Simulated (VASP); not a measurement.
KMgF$_{3}$ (cubic perovskite), at 0.96 of the tabulated volume:

```yaml
crystal:
  lattice:
    - [3.93607, 0.00000, 0.00000]
    - [0.00000, 3.93607, 0.00000]
    - [0.00000, 0.00000, 3.93607]
  atoms:
    - { symbol: K, position: [0.00000, 0.00000, 0.00000] }
    - { symbol: Mg, position: [0.50000, 0.50000, 0.50000] }
    - { symbol: F, position: [0.50000, 0.00000, 0.50000] }
    - { symbol: F, position: [0.00000, 0.50000, 0.50000] }
    - { symbol: F, position: [0.50000, 0.50000, 0.00000] }
```

The lowest empty band near Γ, direction [110], from PBE with spin-orbit coupling in VASP (PAW); its two spin partners are averaged. The gap over the points computed is 7.59 eV, and the next band on that side lies 2.53 eV away at the edge.

Settings: 520 eV cut-off, 6×6×6 Γ-centred mesh, Gaussian smearing of 0.050 eV, potentials K_sv Mg F.

```json
[
 {"distance from the edge in k (1/Å)": "0.025", "distance in energy (meV)": "4.7"},
 {"distance from the edge in k (1/Å)": "0.035", "distance in energy (meV)": "9.1"},
 {"distance from the edge in k (1/Å)": "0.050", "distance in energy (meV)": "18.5"},
 {"distance from the edge in k (1/Å)": "0.070", "distance in energy (meV)": "36.2"}
]
```

Problem. Fit E(1 + αE) = ħ²k²/2m* (ħ²/2m0 = 3.810 eV Å²) and predict the row at 0.095 1/Å.

Solution. The rows don't resolve α, so a parabola serves: the electron mass is m* = 0.515 m0, and so 66.7 meV. The run gave 66.3 meV, -0.4 meV from the fit.

Left out are points under 3 meV from the edge, since the levels carry 0.1 meV, and points farther than half the way to the next band.

The compound is KMgF3 in the cubic perovskite structure. The cell was not relaxed at this level.
